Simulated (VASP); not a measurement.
All values below come from PBEsol GGA, VASP's PBE PAW potentials (set 64) (plane waves; VASP).

VASP input:

File KPOINTS:
```
Regular mesh
0
gamma
  10 10 10
```

INCAR:
```
# general
SYSTEM  =  LiF
PREC    =  Accurate
ENCUT   =  600
LREAL   =  .FALSE.
LASPH   =  .TRUE.

# electronic loop
EDIFF   =  1E-7
NELM    =  100
ALGO    =  Normal

# smearing
ISMEAR  =  0
SIGMA   =  0.05

# functional
GGA     =  PS

# ions
ISIF    =  2

# output
LWAVE   =  .FALSE.
LCHARG  =  .FALSE.
```

### POSCAR
```
LiF
1
    0.0000000000     1.9620033476     1.9620033476
    1.9620033476     0.0000000000     1.9620033476
    1.9620033476     1.9620033476     0.0000000000
Li F
1 1
Direct
  0.0000000000   0.0000000000   0.0000000000
  0.5000000000   0.5000000000   0.5000000000
```

POTCAR, in this order: Li_sv F (PBE.64 set). Program: vasp_std.

The resulting files:

File OSZICAR:
```
       N       E                     dE             d eps       ncg     rms          rms(c)
DAV:   1     0.314597948915E+02    0.31460E+02   -0.62200E+03   910   0.126E+03
DAV:   2    -0.933020605150E+01   -0.40790E+02   -0.39621E+02   944   0.218E+02
DAV:   3    -0.102535502115E+02   -0.92334E+00   -0.92002E+00  1070   0.312E+01
DAV:   4    -0.102635197606E+02   -0.99695E-02   -0.99637E-02  1123   0.336E+00
DAV:   5    -0.102636343478E+02   -0.11459E-03   -0.11459E-03  1119   0.218E-01    0.406E+00
DAV:   6    -0.983773143443E+01    0.42590E+00   -0.21410E+00   867   0.117E+01    0.136E+00
DAV:   7    -0.983570308562E+01    0.20283E-02   -0.18411E-02  1162   0.154E+00    0.823E-01
DAV:   8    -0.983782371680E+01   -0.21206E-02   -0.11891E-02  1157   0.153E+00    0.922E-02
DAV:   9    -0.983788826139E+01   -0.64545E-04   -0.91430E-04   935   0.343E-01    0.409E-02
DAV:  10    -0.983792094338E+01   -0.32682E-04   -0.10392E-04   936   0.101E-01    0.613E-03
DAV:  11    -0.983792136628E+01   -0.42291E-06   -0.24915E-06  1115   0.213E-02    0.136E-03
DAV:  12    -0.983792155777E+01   -0.19149E-06   -0.41218E-07   956   0.733E-03    0.110E-03
DAV:  13    -0.983792152696E+01    0.30814E-07   -0.78906E-08   575   0.305E-03
   1 F= -.98379215E+01 E0= -.98379215E+01  d E =-.441995E-20
```

### OUTCAR
```
------------------------ aborting loop because EDIFF is reached ----------------------------------------
  FORCE on cell =-STRESS in cart. coord.  units (eV):
  Direction    XX          YY          ZZ          XY          YZ          ZX
  --------------------------------------------------------------------------------------
  Total        0.4515214      0.4515214      0.4515214      0.0000000      0.0000000      0.0000000
  in kB       47.8916399     47.8916399     47.8916399      0.0000000      0.0000000      0.0000000
  external PRESSURE =      47.8916399 kB  Pullay stress =       0.0000000 kB
  volume of cell :       15.11
      direct lattice vectors                 reciprocal lattice vectors
     0.000000000  1.962003348  1.962003348    -0.254841563  0.254841563  0.254841563
     1.962003348  0.000000000  1.962003348     0.254841563 -0.254841563  0.254841563
     1.962003348  1.962003348  0.000000000     0.254841563  0.254841563 -0.254841563
  FREE ENERGIE OF THE ION-ELECTRON SYSTEM (eV)
  ---------------------------------------------------
  free  energy   TOTEN  =        -9.8379215270 eV

  energy  without entropy=       -9.8379215270  energy(sigma->0) =       -9.83792153
```
(Selected blocks of OUTCAR.)

The compound is LiF in the rock salt structure. This cell was strained or had an atom moved on purpose.
